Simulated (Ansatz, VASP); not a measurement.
# Na2Sb in two plane-wave programs

Wanted: the spread between two codes on one cell, functional and k mesh. The cell is generated by rule, not measured, and may not be a known phase. The cell is taken from a series of VASP runs on this material, whose earlier steps may have relaxed, scaled or displaced it; both programs get it as it stands.

Calculated with Ansatz 0.2.0; plane waves, with VASP 6.6.1 beside it; band structure at LDA and band structure at LDA, spin-orbit coupling.

### Step 1. The structure

The structure is tetragonal, space group P4/mmm (No. 123). Conventional cell: a = 5.234 Å, b = 5.234 Å, c = 3.370 Å, α = 90.00°, β = 90.00°, γ = 90.00°. Nearest to Na lie 4 Sb at 3.11 Å and 2 Na at 3.37 Å. Nearest to Sb lie 8 Na at 3.11 Å and 2 Sb at 3.37 Å. Farther neighbours are not listed.

### Step 2. Ansatz: band structure, LDA

Ansatz runs on its default PAW (the set named soft_2) files.

With cell and atoms fixed, the geometry can't cause a difference; cores, projectors, grids and the points listed under the comparison can.

input.yaml

```yaml
crystal:
  lattice:
    - [5.2340367641, 0.0, 0.0]
    - [0.0, 5.2340367641, 0.0]
    - [0.0, 0.0, 3.3701280977]
  atoms:
    - { symbol: Na, position: [0.5, 0.0, 0.5] }
    - { symbol: Na, position: [0.0, 0.5, 0.5] }
    - { symbol: Sb, position: [0.0, 0.0, 0.0] }
hamiltonian:
  xc: lda
  pseudopotentials: { kind: paw }
kpoints:
  mp_grid: { grid: [5, 5, 7] }
  band_path:
    path:
      - [0.0, 0.0, 0.0]
      - [0.0, 0.13333, 0.0]
      - [0.0, 0.3, 0.0]
      - [0.0, 0.46667, 0.0]
      - [0.1, 0.5, 0.0]
      - [0.26667, 0.5, 0.0]
      - [0.43333, 0.5, 0.0]
      - [0.43333, 0.43333, 0.0]
      - [0.26667, 0.26667, 0.0]
      - [0.1, 0.1, 0.0]
      - [0.0, 0.0, 0.03333]
      - [0.0, 0.0, 0.2]
      - [0.0, 0.0, 0.36667]
      - [0.0, 0.0, 0.5]
      - [0.0, 0.16667, 0.5]
      - [0.0, 0.3, 0.5]
      - [0.0, 0.46667, 0.5]
      - [0.1, 0.5, 0.5]
      - [0.26667, 0.5, 0.5]
      - [0.43333, 0.5, 0.5]
      - [0.43333, 0.43333, 0.5]
      - [0.26667, 0.26667, 0.5]
      - [0.1, 0.1, 0.5]
      - [0.0, 0.5, 0.03333]
      - [0.0, 0.5, 0.2]
      - [0.0, 0.5, 0.36667]
      - [0.5, 0.5, 0.0]
      - [0.5, 0.5, 0.16667]
      - [0.5, 0.5, 0.33333]
      - [0.5, 0.5, 0.5]
    npoints: 1
scf:
  occupations: { method: methfessel_paxton, width: 0.2 }
  n_extra_bands: 7
output:
  forces: true
  stress: true
  eigenvalues: true
```

Run with:

```
> ansatz run input.yaml --threads 2 --pin off --max-ram 4608MiB --backend cpu --events-out ev --progress --plain --runs-dir out
```

Numbers of over 12 decimals in the logs are rounded to 6 here.

The program printed:

```text
scf.n_extra_bands = 7 over 17 filled bands (N_el = 33.0): the run solves 24 bands
Engine: ansatz 0.2.0, x86_64-unknown-linux-gnu
Pseudopotentials: kind: paw
Pseudopotential: Na, paw, valence charge 9, recommended cutoff 420 eV (normal), Na.paw.azcp
Pseudopotential: Sb, paw, valence charge 15, recommended cutoff 420 eV (normal), Sb.paw.azcp
Functional definition: SPW92
  exchange = slater_x
  correlation = pw_c
Crystal: 3 atoms, lattice volume = 92.325 Å³
Basis set: ecut = 420 eV, 1843 PW (Γ)
Bands: 24, of which v1, the nominal top of the filled ones, is band 17 counted from 1 (16 counted from 0)
Symmetry: 16 space group operations
Space group: P4/mmm (ITA 123), of the structure as read, at distance tolerance 4.5e-5 Å
k-points: 24 of 175
Non-local potential: Na, projectors of the file, l = 0: 3, l = 1: 2, l = 2: 1
Non-local potential: Sb, projectors of the file, l = 0: 2, l = 1: 2, l = 2: 2, l = 3: 2
PAW form: soft (Blöchl's): semilocal exchange-correlation on the pseudo side does not see the compensation charge
PAW frozen core: Na, regenerated for the run's functional, and the local potential with it (the file was generated under x = pbe(κ = 0.804, μ = 0.219515), c = pbe(β = 0.066725))
PAW frozen core: Sb, regenerated for the run's functional, and the local potential with it (the file was generated under x = pbe(κ = 0.804, μ = 0.219515), c = pbe(β = 0.066725))
PAW one-centre angular grid: Na, 110 points (default); XC on 64 Gauss nodes
PAW one-centre angular grid: Sb, 590 points (default); XC on 64 Gauss nodes
Initial density: superposition of atomic densities (neutral atoms: chi_scale 0, normalization atom), corrected by the library's trained network
Initial wavefunctions: pseudopotential atomic-orbital guess
Functional: x = slater, c = lda
SCF iter   1: F=—  HF=-9270.123580 eV  |F-HF|=—  |Δ(HF+E_count)|=         —  Δρ=7.00e-3  dr2=2.45e-2  ethr=1.77e-3  ⟨swp⟩=7.0  Hψ=2861  notcnv=0
preconditioner: auto → LDOS  [metal: Δε(μ)=0.039 eV  Ē_g=8.930 eV  σ=0.200 eV  W_gap=0.16  n_scr=18 (ndim 8)  ℏωp=10.2 eV  f_vac=0.195  D(μ)=0.78/eV (n_scr^D=4)  β→1.0]
SCF iter   2: F=—  HF=-9270.116345 eV  |F-HF|=—  |Δ(HF+E_count)|=   7.24e-3  S|Δr|=    0.00e0  Δρ=4.11e-3  dr2=7.38e-3  ethr=7.43e-5  ⟨swp⟩=2.0  Hψ=1165  notcnv=0
SCF iter   3: F=—  HF=-9270.110786 eV  |F-HF|=—  |Δ(HF+E_count)|=   5.56e-3  S|Δr|=    0.00e0  Δρ=6.77e-4  dr2=2.26e-4  ethr=2.24e-5  ⟨swp⟩=2.0  Hψ=906  notcnv=0
SCF iter   4: F=—  HF=-9270.110720 eV  |F-HF|=—  |Δ(HF+E_count)|=   6.61e-5  S|Δr|=    0.00e0  Δρ=8.27e-5  dr2=6.18e-6  ethr=6.86e-7  ⟨swp⟩=2.0  Hψ=881  notcnv=0
SCF iter   5: F=—  HF=-9270.110721 eV  |F-HF|=—  |Δ(HF+E_count)|=   4.18e-7  S|Δr|=    0.00e0  Δρ=1.86e-5  dr2=2.27e-7  ethr=1.87e-8  ⟨swp⟩=2.1  Hψ=663  notcnv=0
SCF iter   6: F=-9270.110721 eV  HF=-9270.110721 eV  |F-HF|=4.27e-8  |Δ(HF+E_count)|=   7.57e-8  S|Δr|=    0.00e0  Δρ=6.14e-6  dr2=3.74e-8  ethr=3.03e-10  ⟨swp⟩=10.0  Hψ=2931  notcnv=0
SCF 1 converged in 6 iterations: F = -9270.110721 eV  dr2 = 3.74e-8
  greatest PAW one-centre occupation: 0.999 electrons in one spin orbital (limit 2), on the Na atom at site 1 (counted from 0), in its partial waves of l = 0
NSCF: frozen V_eff on 30 k-points
SCF converged after 6 iterations
Stability not checked: this state was not tested for a lower state beside it, because cold or Methfessel-Paxton smearing, or corrected tetrahedra, fill the levels in a way that the test cannot read (fill_not_monotonic; see scf.lower_state_search)
Free energy (F): -9270.110721 eV
Harris-Foulkes:  -9270.110721 eV  (|F-HF|=4.27e-8)
Internal energy: -9270.108146 eV  (E = F + TS)
E sigma→0 (E₀):  -9270.110077 eV
Entropy (-TS):   -0.002575 eV (-0.858 meV/atom)
Fermi energy:    4.150064 eV
--- Per-component energies (eV) ---
  E_band       = -665.741435
  E_kinetic    = 450.971808
  E_local      = -4826.861683  (includes V_loc(G=0)·N_el)
  E_nonlocal   = 600.263540
  E_hartree    = 1941.975490
  E_xc         = -214.355742
  E_vxc        = -196.890592  (∫ρ·V_xc dr)
  E_paw        = -4916.562933  (= ΣΔE_a)
  E_vpaw       = -577.186325  (= ΣTr[D̂ρ^β])
  E_aug_tail   = -0.000027  (compensation charges beyond the density's cutoff)
  E_ewald      = -2306.379203
  E_core_change = 0.840604  (= ΣΔE_core)
  E_smearing   = -0.002575  (= −TS)
  E_closure    = -0.000000  (closes the sum)
  Σ components = -9270.110721   (vs F -9270.110721, Δ=0.00e0)
--- Forces (eV/Å), atoms counted from 1 ---
  atom   1  Na     0.00000000     0.00000000     0.00000000
  atom   2  Na     0.00000000    -0.00000000     0.00000000
  atom   3  Sb     0.00000000     0.00000000     0.00000000
  max |Σ_I F_I| component: 6.02e-29 eV/Å
--- Stress (GPa, compression-positive) ---
       -0.001121       0.000000       0.000000
        0.000000      -0.001121       0.000000
        0.000000       0.000000       0.106716
  P = ⅓ Tr σ = 0.0348 GPa (0.348 kbar)
--- Band table (eV; the first three rows and the last of 24) ---
  k-point 0: bands = [... 13 lower, -5.3149, 2.5981, 2.5981, 4.1408, 6.5870, 7.6841, 10.0124, 10.1251, ... 3 higher]
  k-point 1: bands = [... 13 lower, -5.0737, 2.8188, 2.8188, 4.3768, 5.6559, 6.8462, 10.2665, 10.2850, ... 3 higher]
  k-point 2: bands = [... 13 lower, -4.3954, 2.8394, 3.4234, 3.4234, 5.2691, 7.5701, 10.0436, 10.0436, ... 3 higher]
  k-point 23: bands = [... 13 lower, -3.4231, 1.2970, 3.2623, 3.3013, 6.7608, 7.3826, 7.4655, 8.9669, ... 3 higher]
```

Elapsed: 1.3 s, on 2 threads of Intel Xeon 6975P-C (Granite Rapids), shared host; peak memory 0.41 GiB.

In the SCF lines HF is the Harris–Foulkes energy and dr2 the Hartree energy of the density residual, in eV; the loop may stop once dr2 is under the threshold and the program's other checks hold. Hψ counts applications of the Hamiltonian.

### Step 3. VASP: band structure, LDA

The same cell, functional (in two slightly different forms), mesh and smearing now go to VASP, with its own data sets and cutoff.

Lines of VASP's logs that name or quote its potential files are left out, and so is its time.

INCAR

```
SYSTEM = Na2Sb
PREC = Accurate
ENCUT = 400
EDIFF = 1E-06
NELM = 100
ISMEAR = 1
SIGMA = 0.2
LREAL = .FALSE.
ALGO = Normal
GGA = CA
NBANDS = 22
LORBIT = 11
LWAVE = .FALSE.
LCHARG = .FALSE.
```

POSCAR

```
Na2Sb
1.0
    5.2340367641      0.0000000000      0.0000000000
    0.0000000000      5.2340367641      0.0000000000
    0.0000000000      0.0000000000      3.3701280977
Na Sb
2 1
Direct
    0.5000000000      0.0000000000      0.5000000000
    0.0000000000      0.5000000000      0.5000000000
    0.0000000000      0.0000000000      0.0000000000
```

KPOINTS

```
Automatic mesh
0
Gamma
5 5 7
0 0 0
```

KPOINTS_OPT

```
Line mode
16
Line-mode
Reciprocal
  0.00000000   0.00000000   0.00000000 GAMMA
  0.00000000   0.50000000   0.00000000 X

  0.00000000   0.50000000   0.00000000 X
  0.50000000   0.50000000   0.00000000 M

  0.50000000   0.50000000   0.00000000 M
  0.00000000   0.00000000   0.00000000 GAMMA

  0.00000000   0.00000000   0.00000000 GAMMA
  0.00000000   0.00000000   0.50000000 Z

  0.00000000   0.00000000   0.50000000 Z
  0.00000000   0.50000000   0.50000000 R

  0.00000000   0.50000000   0.50000000 R
  0.50000000   0.50000000   0.50000000 A

  0.50000000   0.50000000   0.50000000 A
  0.00000000   0.00000000   0.50000000 Z

  0.00000000   0.50000000   0.00000000 X
  0.00000000   0.50000000   0.50000000 R

  0.50000000   0.50000000   0.00000000 M
  0.50000000   0.50000000   0.50000000 A
```

The projector-augmented-wave data sets are Na_pv and Sb (LDA family, release 64).

Run with:

```
> mpirun -np 1 vasp_std
```

The program printed:

```text
[banner, memory and clock lines left out]
running    1 mpi-ranks, on    1 nodes
 distrk:  each k-point on    1 cores,    1 groups
 distr:  one band on    1 cores,    1 groups

 POSCAR found type information on POSCAR NaSb
 POSCAR found :  2 types and       3 ions
 LDA part: xc-table for (Slater(with rela. corr.)+CA(PZ))
 , standard interpolation
 POSCAR, INCAR and KPOINTS ok, starting setup
 FFT: planning ... GRIDC
 FFT: planning ... GRID_SOFT
 FFT: planning ... GRID
 WAVECAR not read
 entering main loop
       N       E                     dE             d eps       ncg     rms          rms(c)
DAV:   1     0.128670957124E+03    0.12867E+03   -0.76112E+03  1056   0.634E+02
DAV:   2    -0.129942599746E+01   -0.12997E+03   -0.12619E+03  1074   0.224E+02
DAV:   3    -0.911576341704E+01   -0.78163E+01   -0.77840E+01  1282   0.598E+01
DAV:   4    -0.925238129626E+01   -0.13662E+00   -0.13652E+00  1224   0.842E+00
DAV:   5    -0.925638652290E+01   -0.40052E-02   -0.40051E-02  1296   0.138E+00    0.261E+00
DAV:   6    -0.890794599285E+01    0.34844E+00   -0.23566E-01  1152   0.195E+00    0.146E+00
DAV:   7    -0.879511405412E+01    0.11283E+00   -0.24990E-01  1232   0.157E+00    0.427E-01
DAV:   8    -0.879427130001E+01    0.84275E-03   -0.28274E-02  1122   0.110E+00    0.249E-01
DAV:   9    -0.879287410964E+01    0.13972E-02   -0.24733E-03  1242   0.299E-01    0.900E-02
DAV:  10    -0.879286451605E+01    0.95936E-05   -0.44652E-04  1226   0.128E-01    0.925E-02
DAV:  11    -0.879291558610E+01   -0.51070E-04   -0.26512E-05  1194   0.305E-02    0.509E-02
DAV:  12    -0.879289883793E+01    0.16748E-04   -0.49673E-05  1196   0.225E-02    0.866E-03
DAV:  13    -0.879289940150E+01   -0.56358E-06   -0.40481E-06  1236   0.906E-03
   1 F= -.87928994E+01 E0= -.87920357E+01  d E =-.259125E-02
 Start KPOINTS_OPT (optional k-point list driver)
k-point batch [1-24\144]
       N       E                     dE             ncg
DAV:   1    -0.341199874084E+04   -0.74699E+04     1056
DAV:   2    -0.646786902717E+04   -0.30559E+04     1132
DAV:   3    -0.664556826042E+04   -0.17770E+03     1314
DAV:   4    -0.664856367047E+04   -0.29954E+01     1302
DAV:   5    -0.664865522963E+04   -0.91559E-01     1334
DAV:   6    -0.664865848677E+04   -0.32571E-02     1350
DAV:   7    -0.664865862685E+04   -0.14008E-03     1354
DAV:   8    -0.664865862925E+04   -0.23972E-05     1124
DAV:   9    -0.664865862934E+04   -0.95464E-07      798
[...]
k-point batch [121-144\144]
       N       E                     dE             ncg
DAV:   1    -0.337752815473E+04   -0.15263E+05     1056
DAV:   2    -0.643321917390E+04   -0.30557E+04     1096
DAV:   3    -0.661044230770E+04   -0.17722E+03     1354
DAV:   4    -0.661340354196E+04   -0.29612E+01     1224
DAV:   5    -0.661349178550E+04   -0.88244E-01     1306
DAV:   6    -0.661349585243E+04   -0.40669E-02     1382
DAV:   7    -0.661349595889E+04   -0.10646E-03     1364
DAV:   8    -0.661349596089E+04   -0.20005E-05      996
DAV:   9    -0.661349596099E+04   -0.95326E-07      810
```

OUTCAR, selected parts (step 3):

```text
ion  position               nearest neighbor table
   1  0.500  0.000  0.500-   3 3.11   3 3.11   3 3.11   3 3.11
   2  0.000  0.500  0.500-   3 3.11   3 3.11   3 3.11   3 3.11
   3  0.000  0.000  0.000-   1 3.11   2 3.11   1 3.11   2 3.11   2 3.11   2 3.11   1 3.11   1 3.11

  LATTYP: Found a simple tetragonal cell.
 ALAT       =     5.2340367641
 C/A-ratio  =     0.6438869747

 Subroutine GETGRP returns: Found 16 space group operations
 (whereof 16 operations were pure point group operations)

The static configuration has the point symmetry D_4h.

 Found     24 irreducible k-points:

   k-points           NKPTS =     24   k-points in BZ     NKDIM =     24   number of bands    NBANDS=     22

   dimension x,y,z NGX =    36 NGY =   36 NGZ =   24
   dimension x,y,z NGXF=    72 NGYF=   72 NGZF=   48

   ENCUT  =  400.0 eV  29.40 Ry    5.42 a.u.   8.54  8.54  5.50*2*pi/ulx,y,z

   NELECT =      19.0000    total number of electrons

 k-points in reciprocal lattice and weights: Automatic mesh
   0.00000000  0.00000000  0.00000000       0.006
   0.20000000  0.00000000  0.00000000       0.023
   0.40000000  0.00000000  0.00000000       0.023
   0.20000000  0.20000000  0.00000000       0.023
   0.40000000  0.20000000  0.00000000       0.046
   0.40000000  0.40000000  0.00000000       0.023
   0.00000000  0.00000000  0.14285714       0.011
   0.20000000  0.00000000  0.14285714       0.046
   0.40000000  0.00000000  0.14285714       0.046
[...]
0.40000000  0.20000000  0.42857143       0.091
   0.40000000  0.40000000  0.42857143       0.046

 average (electrostatic) potential at core
       1 -46.4521       2 -46.4521       3 -90.4434

 E-fermi :   2.1727

 k-point     1 :       0.0000    0.0000    0.0000
  band No.  band energies     occupation
    ...
      6     -22.0229      2.00000
      7      -7.2626      2.00000
      8       0.6165      2.00000
      9       0.6165      2.00000
     10       2.1644      1.06974
     11       4.5959     -0.00000
     12       5.7170     -0.00000
     13       7.9804      0.00000
     14       8.1383      0.00000
     15       8.1383      0.00000
    ...

 k-point     2 :       0.2000    0.0000    0.0000
  band No.  band energies     occupation
    ...
      5     -22.0266      2.00000
      6     -22.0234      2.00000
      7      -7.2090      2.00000
      8      -0.1479      2.00000
      9       0.6761      2.00000
     10       2.8990     -0.00000
     11       5.1897     -0.00000
     12       5.7302     -0.00000
     13       6.5142      0.00000
     14       7.1150      0.00000
    ...

 k-point     3 :       0.4000    0.0000    0.0000
  band No.  band energies     occupation
    ...
      5     -22.0254      2.00000
      6     -22.0243      2.00000
      7      -7.1173      2.00000
      8      -0.8840      2.00000
      9       0.7812      2.00000
     10       3.7814     -0.00000
     11       5.1237     -0.00000
     12       5.6506     -0.00000
     13       5.7519     -0.00000
     14       7.9063      0.00000
    ...

  Total       -0.0576054     -0.0576054      0.0263803      0.0000000      0.0000000      0.0000000
  in kB       -0.9996638     -0.9996638      0.4577937      0.0000000      0.0000000      0.0000000
  external PRESSURE =      -0.5138446 kB  Pullay stress =       0.0000000 kB

  energy-cutoff  :      400.00
  volume of cell :       92.33
      direct lattice vectors                 reciprocal lattice vectors
     5.234036764  0.000000000  0.000000000     0.191057122  0.000000000  0.000000000
     0.000000000  5.234036764  0.000000000     0.000000000  0.191057122  0.000000000
     0.000000000  0.000000000  3.370128098     0.000000000  0.000000000  0.296724626

 POSITION                                       TOTAL-FORCE (eV/Angst)
 -----------------------------------------------------------------------------------
      2.61702      0.00000      1.68506         0.000000      0.000000      0.000000
      0.00000      2.61702      1.68506         0.000000      0.000000      0.000000
      0.00000      0.00000      0.00000         0.000000      0.000000      0.000000
 -----------------------------------------------------------------------------------
    total drift:                                0.000000      0.000000      0.000000

  FREE ENERGIE OF THE ION-ELECTRON SYSTEM (eV)
  ---------------------------------------------------
  free  energy   TOTEN  =        -8.7928994015 eV

  energy  without entropy=       -8.7903081472  energy(sigma->0) =       -8.79203565

 total charge
# of ion       s       p       d       tot
------------------------------------------
    1        0.080   5.987   0.000   6.067
    2        0.080   5.987   0.000   6.067
    3        1.167   1.311   0.010   2.487
--------------------------------------------------
tot          1.327  13.285   0.010  14.622

[... 3 further parts left out ...]
```

This run has no spin polarisation. Its electron count is odd, so without a moment it is a metal by construction. Spin-orbit coupling is off here; with elements this heavy it splits and shifts levels by tenths of an eV or more.

### Step 4. Comparison

Known differences besides the potentials themselves: the two LDA forms differ slightly; the data sets hold 33 valence electrons in Ansatz (default PAW (the set named soft_2) files) and 19 in VASP; the cutoff is 420 eV in Ansatz and 400 eV in VASP; VASP's log shows a relativistic correction to its local exchange, Ansatz's none. Total energies have different zeros and are not compared.

The two programs side by side:

```
      quantity  Ansatz   VASP  difference
pressure (GPa)    0.03  -0.05       +0.09
```

Levels from 3 eV below to 2 eV above the Fermi level differ by 6 meV r.m.s. and 13 meV at most; each VASP level is matched to the nearest of Ansatz, which flatters the figure a little.

(Part 1 of 2 ends here.)

[Lines on the potential files, build, host, timing and source positions are cut from VASP's logs without a mark.]

[Logs are printed without paths, hosts, clocks, repeated set-up lines and the standing remarks that a program may print on its own settings, such as how far it seeks lower states.]

[Hosts, paths, dates, database ids (printed as entryN), source tags and the programs' standing remarks are cut or masked in the printed files.]
